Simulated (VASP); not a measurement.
An input for Ansatz (written as the equivalent of a VASP run, and not itself run):

Ansatz 0.2 input:
```yaml
crystal:
  lattice:
    - [0.0000000, 3.1600000, 3.1600000]
    - [3.1600000, 0.0000000, 3.1600000]
    - [3.1600000, 3.1600000, 0.0000000]
  atoms:
    - { symbol: Sn, position: [0.0000000, 0.0000000, 0.0000000] }
    - { symbol: Te, position: [0.5000000, 0.5000000, 0.5000000] }
kpoints:
  mp_grid: { grid: [7, 7, 7] }
hamiltonian:
  xc: r2scan
  pseudopotentials: { kind: paw }
scf:
  occupations: { method: gaussian, width: 0.05 }
  max_iter: 100
relax:
  max_steps: 60
  f_tol: 0.01
  cell: {}
output: { forces: true, stress: true, eigenvalues: true }
```

Problem. Translate this input to VASP (INCAR, KPOINTS, POSCAR, choice of POTCAR).

Solution. One answer among several that fit: 
INCAR:
```
! general
SYSTEM  = SnTe
PREC    = Accurate
ENCUT   = 520   ! plane-wave cut-off (eV)
LREAL   = .FALSE.
LASPH   = .TRUE.

! electronic loop
EDIFF   = 1E-6
NELM    = 100
ALGO    = Normal   ! blocked Davidson
LMAXMIX = 4   ! l cut-off of mixed one-centre charges
LMIXTAU = .TRUE.

! smearing
ISMEAR  = 0   ! Gaussian
SIGMA   = 0.05

! functional
METAGGA = R2SCAN

! ions
IBRION  = 2
NSW     = 60
ISIF    = 3   ! ions, shape and volume
EDIFFG  = -0.01   ! ionic stop

! output
LWAVE   = .FALSE.
LCHARG  = .FALSE.
```

KPOINTS:
```
Automatic mesh
0
Gamma
7 7 7
0 0 0
```

POSCAR:
```
SnTe
1.0
  0.0000000000   3.1600000000   3.1600000000
  3.1600000000   0.0000000000   3.1600000000
  3.1600000000   3.1600000000   0.0000000000
Sn Te
1 1
Cart
  0.0000000000   0.0000000000   0.0000000000
  3.1600000000   3.1600000000   3.1600000000
```

POTCAR, in this order: Sn_d Te (PBE.64 set). Program: vasp_std.

The two are equivalent in intent, not identical: each code has its own PAW files, so the cut-off isn't converted (ENCUT is set for VASP's; basis.ecutwfc is left out, and Ansatz then takes the one that its files recommend); Ansatz stops its SCF on the density residual and VASP on the energy change (EDIFF).

The compound is SnTe in the rock salt structure, which distorts at low temperature. This run relaxes it. Symmetry was kept, so distortions that lower it aren't found.
